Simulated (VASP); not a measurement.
Data:

```xyz
2
Lattice="0.0000 2.8506 2.8506 2.8506 0.0000 2.8506 2.8506 2.8506 0.0000" Properties=species:S:1:pos:R:3 pbc="T T T"
Zn     0.0000     0.0000     0.0000
Se     1.4253     1.4253     1.4253
```

The numbers are results of rev-vdW-DF2, VASP's PBE PAW potentials (set 64) (plane waves; VASP), not measurements. Numerical set-up: 520 eV cut-off, Gaussian smearing of 0.050 eV, potentials Zn Se.

### Question
Give the energies of bands 2 to 12 at the high-symmetry points, in eV from the valence-band maximum.

### Answer

| band | Γ | X | U | L | W |
|---|---|---|---|---|---|
| 2 | -6.57 | -6.52 | -6.47 | -6.48 | -6.45 |
| 3 | -6.57 | -6.33 | -6.37 | -6.48 | -6.37 |
| 4 | -6.57 | -6.33 | -6.29 | -6.20 | -6.25 |
| 5 | -6.22 | -6.18 | -6.20 | -6.20 | -6.25 |
| 6 | -6.22 | -6.05 | -5.97 | -6.07 | -5.94 |
| 7 | 0.00 | -4.71 | -4.65 | -5.14 | -4.62 |
| 8 | 0.00 | -2.12 | -3.02 | -0.84 | -2.71 |
| 9 | 0.00 | -2.12 | -1.74 | -0.84 | -2.59 |
| 10 | 1.09 | 2.94 | 3.52 | 2.42 | 5.41 |
| 11 | 5.78 | 3.39 | 5.49 | 6.34 | 5.41 |
| 12 | 5.78 | 10.50 | 8.92 | 6.34 | 6.86 |

The gap is direct, 1.09 eV, from the valence maximum at Γ to the conduction minimum at Γ.

Measured: gap 2.87 eV (computed value off by -1.78 eV), as given by Wei Chen et al., Physical Review Materials (2018), doi:10.1103/physrevmaterials.2.073803 [zero-point renormalisation of 0.05 eV added back (the table's ZPR column)].

The compound is ZnSe in the zinc blende structure. It was relaxed first.
